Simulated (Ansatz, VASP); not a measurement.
## Hf: VASP beside Ansatz

Aim: how closely do two programs agree when they are given the same cell, functional and k mesh? The structure shown is the end of the Ansatz relaxation below.

Main program and level: Ansatz 0.2.0; plane waves, with VASP 6.6.1 beside it; PBEsol.

### Step 1. The starting structure

It takes space group P6_3/mmc (No. 194, hexagonal). Conventional cell: a = 3.064 Å, b = 3.064 Å, c = 5.116 Å, α = 90.00°, β = 90.00°, γ = 120.00°. Hf has 12 Hf at 3.06 to 3.11 Å nearest.

Structure file:

```cif
data_structure
_symmetry_space_group_name_H-M 'P 1'
_symmetry_Int_Tables_number 1
_cell_length_a 3.0639
_cell_length_b 3.0639
_cell_length_c 5.1160
_cell_angle_alpha 90.000
_cell_angle_beta 90.000
_cell_angle_gamma 120.000
_cell_volume 41.59
loop_
_atom_site_label
_atom_site_type_symbol
_atom_site_fract_x
_atom_site_fract_y
_atom_site_fract_z
_atom_site_occupancy
Hf1 Hf 0.33333 0.66667 0.75000 1
Hf2 Hf 0.66667 0.33333 0.25000 1
```

### Step 2. Ansatz: relaxation, PBEsol

Ansatz runs on its PAW soft_1 files.

This run makes the geometry at which the two programs are then compared.

input.yaml reads:

```yaml
crystal:
  lattice:
    - [3.06386528, 0.0, 0.0]
    - [-1.53193264, 2.6533851663, 0.0]
    - [0.0, 0.0, 5.088485216]
  atoms:
    - { symbol: Hf, position: [0.3333333, 0.6666667, 0.75] }
    - { symbol: Hf, position: [0.6666667, 0.3333333, 0.25] }
kpoints:
  mp_grid: { grid: [16, 16, 9] }
scf:
  occupations: { method: fermi_dirac, width: 0.05 }
hamiltonian:
  xc: pbesol
  pseudopotentials: { kind: paw, azcp: { folder: soft_1 }, xc_functional: pbe }
basis:
  ecutwfc: 600
output:
  forces: true
  stress: true
  write_density: true
  write_potential: true
  elf: true
  volumetric_format: npy
relax:
  f_tol: 0.005
  max_steps: 70
  cell: { stress_tol: 0.02, p_target: 0, fix: [a, b, alpha, beta, gamma] }
```

Command:

```bash
$ ansatz run input.yaml --threads 4 --pin off --max-ram 10240MiB --backend cpu --events-out ev --progress --plain --runs-dir out
```

Numbers of over 12 decimals in the logs are rounded to 6 here.

Output:

```text
Engine: ansatz 0.2.0, x86_64-unknown-linux-gnu
Pseudopotentials: kind: paw
Pseudopotential: Hf, paw, valence charge 26, recommended cutoff 420 eV (normal), soft_1/Hf.paw.azcp
Functional definition: PBEsol
  exchange = pbesol_x
  correlation = pbesol_c
Crystal: 2 atoms, lattice volume = 41.367 Å³
Basis set: ecut = 600 eV, 1353 PW (Γ), exchange–correlation on 50×50×90 points (8 copies of the dense FFT grid, shifted against one another)
Bands: 32, of which v1, the nominal top of the filled ones, is band 26 counted from 1 (25 counted from 0)
Symmetry: 24 space group operations
Space group: P63/mmc (ITA 194), of the structure as read, at distance tolerance 3.5e-5 Å
k-points: 150 of 2304
Non-local potential: Hf, projectors of the file, l = 0: 3, l = 1: 2, l = 2: 2, l = 3: 3
PAW form: soft (Blöchl's): semilocal exchange-correlation on the pseudo side does not see the compensation charge
PAW frozen core: Hf, regenerated for the run's functional, and the local potential with it (the file was generated under x = pbe(κ = 0.804, μ = 0.219515), c = pbe(β = 0.066725))
PAW one-centre angular grid: Hf, 590 points (default); XC on 64 Gauss nodes
Initial density: superposition of atomic densities (chi_scale 0.1, normalization cell)
Initial wavefunctions: pseudopotential atomic-orbital guess
Functional: x = pbesol(κ = 0.804, μ = 0.123457), c = pbesol(β = 0.046)
SCF iter   1: F=—  HF=-31197.794296 eV  |F-HF|=—  |Δ(HF+E_count)|=         —  Δρ=3.64e-2  dr2=6.27e-1  ethr=3.10e-3  ⟨swp⟩=5.1  Hψ=17799  notcnv=0
preconditioner: auto → Kerker (q_TF=auto, 2.834 Å⁻¹)  [metal: Δε(μ)=0.014 eV  Ē_g=16.914 eV  σ=0.050 eV  W_gap=0.07  n_scr=22 (ndim 8)  ℏωp=40.0 eV  f_vac=0.000  D(μ)=1.32/eV (n_scr^D=8)]
SCF iter   2: F=—  HF=-31197.652149 eV  |F-HF|=—  |Δ(HF+E_count)|=   1.42e-1  Δρ=2.23e-2  dr2=2.34e-1  ethr=1.21e-3  ⟨swp⟩=3.1  Hψ=9867  notcnv=0  defer=28
SCF iter   3: F=—  HF=-31197.605532 eV  |F-HF|=—  |Δ(HF+E_count)|=   4.66e-2  Δρ=1.02e-2  dr2=5.09e-2  ethr=4.50e-4  ⟨swp⟩=2.0  Hψ=8397  notcnv=0  defer=28
SCF iter   4: F=—  HF=-31197.558944 eV  |F-HF|=—  |Δ(HF+E_count)|=   4.66e-2  Δρ=3.26e-3  dr2=2.00e-3  ethr=9.79e-5  ⟨swp⟩=2.9  Hψ=10040  notcnv=0  defer=28
SCF iter   5: F=—  HF=-31197.560159 eV  |F-HF|=—  |Δ(HF+E_count)|=   1.21e-3  Δρ=7.14e-4  dr2=1.87e-4  ethr=3.84e-6  ⟨swp⟩=2.2  Hψ=9244  notcnv=0  defer=27
SCF iter   6: F=—  HF=-31197.560306 eV  |F-HF|=—  |Δ(HF+E_count)|=   1.47e-4  Δρ=1.32e-4  dr2=4.59e-6  ethr=3.60e-7  ⟨swp⟩=2.0  Hψ=8669  notcnv=0  defer=27
SCF iter   7: F=—  HF=-31197.560320 eV  |F-HF|=—  |Δ(HF+E_count)|=   1.45e-5  Δρ=2.90e-5  dr2=2.45e-7  ethr=8.82e-9  ⟨swp⟩=2.0  Hψ=8681  notcnv=0  defer=26
SCF iter   8: F=-31197.560320 eV  HF=-31197.560320 eV  |F-HF|=1.39e-9  |Δ(HF+E_count)|=   1.28e-8  Δρ=5.12e-6  dr2=7.57e-9  ethr=1.92e-10  ⟨swp⟩=7.8  Hψ=29587  notcnv=0
SCF 1 converged in 8 iterations: F = -31197.560320 eV  dr2 = 7.57e-9
  greatest PAW one-centre occupation: 0.998 electrons in one spin orbital (limit 2), on the Hf atom at site 1 (counted from 0), in its partial waves of l = 0
relax step   1: F+E_penalty+E_count = -31197.56032043 eV  Δ(F+E_penalty+E_count) = +0.000e0 eV  max|allowed force component| = 1.388e-16 eV/Å  Δτ_max = 0.0000 Å  P = +5.193 GPa  Ω = 41.367 Å³  fix = [a, b, alpha, beta, gamma]  reactions: a +7.231, b +7.231 GPa  (8 SCF iters, dr2 threshold 1.00e-7 eV, accepted)
[...]
relax step   2: F+E_penalty+E_count = -31197.56042639 eV  Δ(F+E_penalty+E_count) = -1.060e-4 eV  max|allowed force component| = 3.423e-16 eV/Å  Δτ_max = 0.0000 Å  P = +3.883 GPa  Ω = 41.793 Å³  energy of the carried Pulay correction = -1.182e-5 eV  fix = [a, b, alpha, beta, gamma]  reactions: a +6.332, b +6.332 GPa  (5 SCF iters, dr2 threshold 2.00e-7 eV, accepted)
[...]
relax step   3: F+E_penalty+E_count = -31197.56108357 eV  Δ(F+E_penalty+E_count) = -6.572e-4 eV  max|allowed force component| = 1.943e-16 eV/Å  Δτ_max = 0.0000 Å  P = +4.499 GPa  Ω = 41.591 Å³  energy of the carried Pulay correction = -6.215e-6 eV  fix = [a, b, alpha, beta, gamma]  reactions: a +6.754, b +6.754 GPa  (4 SCF iters, dr2 threshold 2.00e-7 eV, accepted)
[...]
relax step   4: F+E_penalty+E_count = -31197.56108980 eV  Δ(F+E_penalty+E_count) = -6.229e-6 eV  max|allowed force component| = 2.128e-16 eV/Å  Δτ_max = 0.0000 Å  P = +4.499 GPa  Ω = 41.591 Å³  fix = [a, b, alpha, beta, gamma]  reactions: a +6.754, b +6.754 GPa  stress off target by 1.12e-2 GPa on what of the cell is left free  SCF on the basis re-selected at this cell (its energy is not comparable with the rows above)  (7 SCF iters)
basis re-selected at this cell: Δ(F+E_penalty+E_count) = -6.229e-6 eV, ΔP = -0.000 GPa vs the last step (what re-selecting the basis moved, of the pressure what is left beyond the Pulay correction that the steps carried, after the strain that the cell walked since its last selection, with what the two solves' SCF thresholds leave and, on support functions, any second-order correction that the steps lacked; it is no m [...]
SCF converged after 7 iterations
Free energy (F): -31197.561090 eV
Harris-Foulkes:  -31197.561090 eV  (|F-HF|=7.28e-12)
Internal energy: -31197.548134 eV  (E = F + TS)
E sigma→0 (E₀):  -31197.554612 eV
Entropy (-TS):   -0.012956 eV (-6.478 meV/atom)
Fermi energy:    19.487144 eV
--- Per-component energies (eV) ---
  E_band       = 60.561381
  E_kinetic    = 824.409810
  E_local      = -12238.487131  (includes V_loc(G=0)·N_el)
  E_nonlocal   = 129.388097
  E_hartree    = 5990.454959
  E_xc         = -531.203959
  E_vxc        = -511.761936  (∫ρ·V_xc dr)
  E_paw        = -15151.762020  (= ΣΔE_a)
  E_vpaw       = -123.897431  (= ΣTr[D̂ρ^β])
  E_aug_tail   = 0.000040  (compensation charges beyond the density's cutoff)
  E_ewald      = -10222.850042
  E_core_change = 2.502112  (= ΣΔE_core)
  E_smearing   = -0.012956  (= −TS)
  E_closure    = -0.000000  (closes the sum)
  Σ components = -31197.561090   (vs F -31197.561090, Δ=0.00e0)
--- Forces (eV/Å), atoms counted from 1 ---
  atom   1  Hf     0.00000000     0.00000000    -0.00000000
  atom   2  Hf     0.00000000    -0.00000000     0.00000000
  max |Σ_I F_I| component: 5.55e-17 eV/Å
--- Stress (GPa, compression-positive) ---
        6.753533      -0.000000       0.000000
        0.000000       6.753533       0.000000
        0.000000       0.000000      -0.011150
  P = ⅓ Tr σ = 4.4986 GPa (44.986 kbar)
--- Band table (eV; the first three rows and the last of 150) ---
  k-point 0: bands = [... 22 lower, 11.8787, 15.4249, 19.9958, 20.4276, 20.7952, 20.7952, 21.5488, 21.5488, ... 2 higher]
  k-point 1: bands = [... 22 lower, 11.9931, 15.3677, 19.8395, 20.3403, 20.7561, 20.7561, 21.4746, 21.4746, ... 2 higher]
  k-point 2: bands = [... 22 lower, 12.3256, 15.1646, 19.5127, 20.1031, 20.6870, 20.6870, 21.2870, 21.2870, ... 2 higher]
  k-point 149: bands = [... 22 lower, 17.4675, 17.4763, 18.1738, 18.1968, 19.3714, 19.4513, 21.7511, 22.2279, ... 2 higher]
--- Relaxed structure (3 steps of the walk, 3 accepted, 1 SCFs on fresh bases) ---
  F+E_penalty+E_count = -31197.56108980 eV   max|allowed force component| = 2.128e-16 eV/Å   (the final SCF, on the basis selected at the relaxed cell)
  cell:  # Å, volume = 41.5908 Å³
    - [3.063865, 0, 0]
    - [-1.531933, 2.653385, 0]
    - [0, 0, 5.115957]
  atoms:
    - { symbol: Hf, position: [0.333333, 0.666667, 0.750000] }
    - { symbol: Hf, position: [0.666667, 0.333333, 0.25] }
```

Reading the cycles: dr2 is the Hartree energy of the density residual (eV), the measure of convergence; HF is the Harris–Foulkes estimate of the energy, which meets the free energy F at convergence.

### Step 3. VASP: single point, PBEsol, pair 1

The same cell, functional, mesh and smearing now go to VASP, with its own data sets.

Lines of VASP's logs that name or quote its potential files are left out, and so is its time.

INCAR reads:

```
SYSTEM = Hf
PREC = Accurate
ENCUT = 500
EDIFF = 1E-06
NELM = 120
ISMEAR = -1
SIGMA = 0.05
LREAL = .FALSE.
ALGO = Normal
GGA = PS
NBANDS = 16
LASPH = .TRUE.
LORBIT = 11
LWAVE = .FALSE.
LCHARG = .FALSE.
ISIF = 2
GGA_COMPAT = .FALSE.
KPAR = 2
```

POSCAR reads:

```
Hf
1.0
    3.0638652800      0.0000000000      0.0000000000
   -1.5319326400      2.6533851663      0.0000000000
    0.0000000000      0.0000000000      5.1159571188
Hf
2
Direct
    0.3333333334      0.6666666668      0.7500000000
    0.6666666668      0.3333333334      0.2500000000
```

KPOINTS reads:

```
Automatic mesh
0
Gamma
16 16 9
0 0 0
```

The projector-augmented-wave data sets are Hf_pv (PBE family, release 64).

Command:

```bash
$ mpirun -np 2 vasp_std
```

Output:

```text
[banner, memory and clock lines left out]
running    2 mpi-ranks, on    1 nodes
 distrk:  each k-point on    1 cores,    2 groups
 distr:  one band on    1 cores,    1 groups

 POSCAR found type information on POSCAR Hf
 POSCAR found :  1 types and       2 ions
|                                                                             |
|               ----> ADVICE to this user running VASP <----                  |
|                                                                             |
|     You enforced a specific xc type in the INCAR file but a different       |
|     [... a line on the potential file left out ...]
|     I HOPE YOU KNOW WHAT YOU ARE DOING!                                     |
|                                                                             |

 LDA part: xc-table for (Slater+PW92), standard interpolation
 POSCAR, INCAR and KPOINTS ok, starting setup
 FFT: planning ... GRIDC
 FFT: planning ... GRID_SOFT
 FFT: planning ... GRID
 WAVECAR not read
 entering main loop
       N       E                     dE             d eps       ncg     rms          rms(c)
DAV:   1     0.462572696219E+02    0.46257E+02   -0.11393E+04  4824   0.117E+03
DAV:   2    -0.201148022850E+02   -0.66372E+02   -0.64977E+02  6272   0.250E+02
DAV:   3    -0.216483288514E+02   -0.15335E+01   -0.15262E+01  6456   0.263E+01
DAV:   4    -0.216590820168E+02   -0.10753E-01   -0.10751E-01  5728   0.271E+00
DAV:   5    -0.216592014261E+02   -0.11941E-03   -0.11941E-03  6504   0.238E-01    0.684E+01
DAV:   6    -0.211522091778E+02    0.50699E+00   -0.44080E-01  5696   0.450E+00    0.405E+01
DAV:   7    -0.209706515951E+02    0.18156E+00   -0.73585E-01  5880   0.560E+00    0.186E+00
DAV:   8    -0.209617118858E+02    0.89397E-02   -0.45485E-02  5576   0.149E+00    0.359E-01
DAV:   9    -0.209618106528E+02   -0.98767E-04   -0.99160E-04  6568   0.230E-01    0.188E-01
DAV:  10    -0.209618038719E+02    0.67809E-05   -0.42777E-05  5640   0.484E-02    0.218E-01
DAV:  11    -0.209618048069E+02   -0.93497E-06   -0.52218E-06  5848   0.166E-02
   1 F= -.20961805E+02 E0= -.20955315E+02  d E =-.129800E-01
```

OUTCAR, selected parts (step 3):

```text
ion  position               nearest neighbor table
   1  0.333  0.667  0.750-   2 3.11   2 3.11   2 3.11   2 3.11   2 3.11   2 3.11
   2  0.667  0.333  0.250-   1 3.11   1 3.11   1 3.11   1 3.11   1 3.11   1 3.11

  LATTYP: Found a hexagonal cell.
 ALAT       =     3.0638652800
 C/A-ratio  =     1.6697722162

 Subroutine GETGRP returns: Found 24 space group operations
 (whereof 12 operations were pure point group operations)

The static configuration has the point symmetry D_3d.
 The point group associated with its full space group is D_6h.

 Found    150 irreducible k-points:

   k-points           NKPTS =    150   k-points in BZ     NKDIM =    150   number of bands    NBANDS=     16

   dimension x,y,z NGX =    24 NGY =   24 NGZ =   40
   dimension x,y,z NGXF=    48 NGYF=   48 NGZF=   80

   ENCUT  =  500.0 eV  36.75 Ry    6.06 a.u.   5.59  5.59  9.33*2*pi/ulx,y,z

   NELECT =      20.0000    total number of electrons

 k-points in reciprocal lattice and weights: Automatic mesh
   0.00000000  0.00000000  0.00000000       0.000
   0.06250000  0.00000000  0.00000000       0.003
   0.12500000  0.00000000  0.00000000       0.003
   0.18750000  0.00000000  0.00000000       0.003
   0.25000000  0.00000000  0.00000000       0.003
   0.31250000  0.00000000  0.00000000       0.003
   0.37500000  0.00000000  0.00000000       0.003
   0.43750000  0.00000000  0.00000000       0.003
   0.50000000  0.00000000  0.00000000       0.001
[...]
0.37500000  0.25000000  0.44444444       0.005
   0.31250000  0.31250000  0.44444444       0.005

 average (electrostatic) potential at core
       1 -36.4043       2 -36.4043

 E-fermi :   5.2501

 k-point     1 :       0.0000    0.0000    0.0000
  band No.  band energies     occupation
    ...
      4     -24.6499      2.00000
      5     -24.5744      2.00000
      6     -24.5744      2.00000
      7      -2.3607      2.00000
      8       1.1920      2.00000
      9       5.7636      0.00007
     10       6.2022      0.00000
     11       6.5729      0.00000
     12       6.5729      0.00000
     13       7.3265      0.00000
    ...

 k-point     2 :       0.0625    0.0000    0.0000
  band No.  band energies     occupation
    ...
      4     -24.6538      2.00000
      5     -24.6097      2.00000
      6     -24.5797      2.00000
      7      -2.2249      2.00000
      8       1.3334      2.00000
      9       5.5976      0.00192
     10       6.0082      0.00000
     11       6.6791      0.00000
     12       6.7020      0.00000
     13       7.1723      0.00000
    ...

 k-point     3 :       0.1250    0.0000    0.0000
  band No.  band energies     occupation
    ...
      5     -24.6659      2.00000
      6     -24.5951      2.00000
      7      -1.8312      2.00000
      8       1.7318      2.00000
      9       5.1626      1.70372
     10       5.5668      0.00354
     11       6.6926      0.00000
     12       7.0388      0.00000
     13       7.0853      0.00000
     14       7.8196      0.00000
    ...

  Total        1.6757595      1.6757595     -0.1127250      0.0000000      0.0000000      0.0000000
  in kB       64.5543361     64.5543361     -4.3424398      0.0000000      0.0000000      0.0000000
  external PRESSURE =      41.5887441 kB  Pullay stress =       0.0000000 kB

  energy-cutoff  :      500.00
  volume of cell :       41.59
      direct lattice vectors                 reciprocal lattice vectors
     3.063865280  0.000000000  0.000000000     0.326385108  0.188438530  0.000000000
    -1.531932640  2.653385166  0.000000000     0.000000000  0.376877060  0.000000000
     0.000000000  0.000000000  5.115957119     0.000000000  0.000000000  0.195466846

 POSITION                                       TOTAL-FORCE (eV/Angst)
 -----------------------------------------------------------------------------------
      0.00000      1.76892      3.83697         0.000000      0.000000      0.000000
      1.53193      0.88446      1.27899        -0.000000      0.000000      0.000000
 -----------------------------------------------------------------------------------
    total drift:                               -0.000000     -0.000000      0.000000

  FREE ENERGIE OF THE ION-ELECTRON SYSTEM (eV)
  ---------------------------------------------------
  free  energy   TOTEN  =       -20.9618048069 eV

  energy  without entropy=      -20.9488248357  energy(sigma->0) =      -20.95531482

 total charge
# of ion       s       p       d       tot
------------------------------------------
    1        0.410   6.414   1.656   8.479
    2        0.410   6.414   1.656   8.479
--------------------------------------------------
tot          0.821  12.827   3.311  16.959

[... 3 further parts left out ...]
```

The run ends at a pressure of 4.16 GPa.

### Step 4. Differences

Known differences besides the potentials themselves: the data sets hold 52 valence electrons in Ansatz (on its PAW soft_1 files) and 20 in VASP; the cutoff is 600 eV in Ansatz and 500 eV in VASP; Ansatz makes its cores anew for this functional, VASP keeps those of its PBE data sets; Ansatz's pressure holds a Pulay correction, VASP's none. Total energies have different zeros and are not compared.

Compared:

```
      quantity  Ansatz  VASP  difference
pressure (GPa)    4.50  4.16       +0.34
```

### Step 5. Ansatz: relaxation, PBEsol

This run makes the geometry at which the two programs are then compared. The cell compared in this pair holds 42.11 Å³, against 41.59 Å³ for the pair before.

The structure compared here is the end of the Ansatz relaxation.

input.yaml, the sections that differ from step 2:

```yaml
crystal:
  lattice:
    - [3.09545152, 0.0, 0.0]
    - [-1.54772576, 2.6807396525, 0.0]
    - [0.0, 0.0, 5.058494144]
  atoms:
    - { symbol: Hf, position: [0.3333333, 0.6666667, 0.75] }
    - { symbol: Hf, position: [0.6666667, 0.3333333, 0.25] }
output:
  forces: true
  stress: true
# kpoints, scf, hamiltonian, basis, relax: as in step 2
```

Command:

```bash
$ ansatz run input.yaml --threads 4 --pin off --max-ram 10240MiB --backend cpu --events-out ev --progress --plain --runs-dir out
```

Output:

```text
[...]
Crystal: 2 atoms, lattice volume = 41.976 Å³
Basis set: ecut = 600 eV, 1389 PW (Γ), exchange–correlation on 50×50×90 points (8 copies of the dense FFT grid, shifted against one another)
Bands: 32, of which v1, the nominal top of the filled ones, is band 26 counted from 1 (25 counted from 0)
Symmetry: 24 space group operations
[...]
k-points: 150 of 2304
[...]
-0.000000       4.419299       0.000000
        0.000000       0.000000      -0.002460
  P = ⅓ Tr σ = 2.9454 GPa (29.454 kbar)
--- Relaxed structure (3 steps of the walk, 3 accepted, 1 SCFs on fresh bases) ---
[...]
cell:  # Å, volume = 42.1130 Å³
    - [3.095452, 0, 0.0]
    - [-1.547726, 2.680740, 0.0]
    - [0.0, 0.0, 5.075020]
  atoms:
    - { symbol: Hf, position: [0.333333, 0.666667, 0.750000] }
    - { symbol: Hf, position: [0.666667, 0.333333, 0.250000] }
[key lines of the parts left out:]
SCF converged after 7 iterations
Free energy (F): -31197.590983 eV
Fermi energy:    19.231165 eV
```

(Part 1 of 2 ends here.)

[Lines on the potential files, build, host, timing and source positions are cut from VASP's logs without a mark.]

[Logs are printed without paths, hosts, clocks, repeated set-up lines and the standing remarks that a program may print on its own settings, such as how far it seeks lower states.]

[Hosts, paths, dates, database ids (printed as entryN), source tags and the programs' standing remarks are cut or masked in the printed files.]
